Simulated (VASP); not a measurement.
A run of VASP 6.6.1:

File INCAR:

```
SYSTEM = SnC2S2N2
ALGO = Fast ; EDIFF = 1E-6
ENCUT = 520 ; GGA = PE
ISIF = 2 ; ISMEAR = -1
LASPH = .TRUE. ; LCHARG = .FALSE.
LREAL = .FALSE. ; LWAVE = .FALSE.
NBANDS = 57 ; NELM = 100
PREC = Accurate ; SIGMA = 0.1
```

Contents of KPOINTS:

```
k-points
0
G
  3 2 3
  0 0 0
```

File POSCAR:

```
SnC2S2N2
1.0
    6.3299100000     -1.5001700000      0.8234960000
   -0.3970170000      6.8832570000     -0.6131930000
    1.4597360000      0.2807310000      6.5821840000
Sn S N C
2 4 4 4
Direct
    0.3391368014      0.1164643786      0.9976262199
    0.8373895570      0.9190274019      0.4061357475
    0.8644402966      0.3604898358      0.9263608731
    0.0574915793      0.5667337406      0.4877165508
    0.6134927224      0.5407087660      0.7521078152
    0.7623138805      0.9570762078      0.8841449889
    0.2738893897      0.5617347280      0.0845619002
    0.3481610615      0.3290452599      0.3315369197
    0.1886766920      0.9839083028      0.6140732594
    0.2245956194      0.6849548056      0.7996183179
    0.5071856270      0.1202389378      0.3628817335
    0.6791317978      0.4107265412      0.3488742218
    0.5744153129      0.6097277043      0.1541587181
    1.0473353554      0.7476105088     -0.0478151241
```

Potentials or basis: VASP PAW PBE potentials, release 64 (Sn_d, S, N, C).

Launch:

```console
$ cat potpaw_PBE.64/Sn_d/POTCAR potpaw_PBE.64/S/POTCAR potpaw_PBE.64/N/POTCAR potpaw_PBE.64/C/POTCAR > POTCAR
$ mpirun -np 1 vasp_std > vasp.out
```

Hardware: 1 thread of Intel(R) Xeon(R) Platinum 8259CL CPU @ 2.50GHz (Skylake/Cascade Lake) (shared host).

Problem. Estimate the wall time of this run.

Solution. It took 5.7 min on 1 thread of Intel(R) Xeon(R) Platinum 8259CL CPU @ 2.50GHz (Skylake/Cascade Lake), on a shared host, peak memory 0.44 GiB. Counts: scf iterations 21, k points 10.
